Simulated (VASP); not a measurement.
An input for Quantum ESPRESSO's pw.x (written as the equivalent of a VASP run, and not itself run):

```
&CONTROL
  calculation = 'vc-relax'
  pseudo_dir = './pseudo'
  outdir = './out'
  tprnfor = .true.
  tstress = .true.
  nstep = 40
  forc_conv_thr = 0.00078
/
&SYSTEM
  ibrav = 0
  nat = 4
  ntyp = 2
  ecutwfc = 84
  occupations = 'smearing'
  smearing = 'gaussian'
  degauss = 0.003675
  input_dft = 'pbesol'
/
&ELECTRONS
  conv_thr = 7.3e-08
  electron_maxstep = 100
/
&IONS
/
&CELL
/
ATOMIC_SPECIES
  Mg 24.305 Mg.upf
  Te 127.600 Te.upf
CELL_PARAMETERS angstrom
     4.1817212   -0.0000000   -0.0000000
    -2.0908606    3.6214765    0.0000000
    -0.0000000   -0.0000000    6.8113123
ATOMIC_POSITIONS crystal
  Mg   0.0000000  0.0000000  1.0000000
  Mg   0.0000000  0.0000000  0.5000000
  Te   0.3333330  0.6666670  0.2500000
  Te   0.6666670  0.3333330  0.7500000
K_POINTS automatic
  6 6 4 0 0 0
```

**Question.** Write the VASP files for the same calculation (PBEsol).

**Answer.** One answer among several that fit: 
POSCAR:
```
MgTe
1
    4.1817212018    -0.0000000000    -0.0000000000
   -2.0908606009     3.6214764783     0.0000000000
   -0.0000000000    -0.0000000000     6.8113123302
Mg Te
2 2
Direct
  0.0000000000   0.0000000000   1.0000000000
  0.0000000000   0.0000000000   0.5000000000
  0.3333330000   0.6666670000   0.2500000000
  0.6666670000   0.3333330000   0.7500000000
```

File KPOINTS:
```
Automatic mesh
0
Gamma
6 6 4
0 0 0
```

**INCAR**
```
SYSTEM = MgTe
PREC = Accurate
ENCUT = 500
EDIFF = 1E-6
NELM = 100
ALGO = Normal
LREAL = .FALSE.
LASPH = .TRUE.
ISMEAR = 0
SIGMA = 0.05
GGA = PS
LMAXMIX = 4
LWAVE = .FALSE.
LCHARG = .FALSE.
IBRION = 2
ISIF = 3
NSW = 40
EDIFFG = -0.02
```

POTCAR, in this order: Mg Te (PBE.64 set). Program: vasp_std.

What does not carry over: the potentials are each code's own (VASP's PAW set, PseudoDojo norm-conserving files in pw.x), so ENCUT and ecutwfc are chosen apart and not converted; conv_thr bounds pw.x's estimated SCF error, while EDIFF bounds the energy change between steps; forc_conv_thr acts on force components and is met together with etot_conv_thr.

The structure was generated: MgTe was put into the NiAs type type (P6_3/mmc), which need not be its known phase. It was relaxed first.
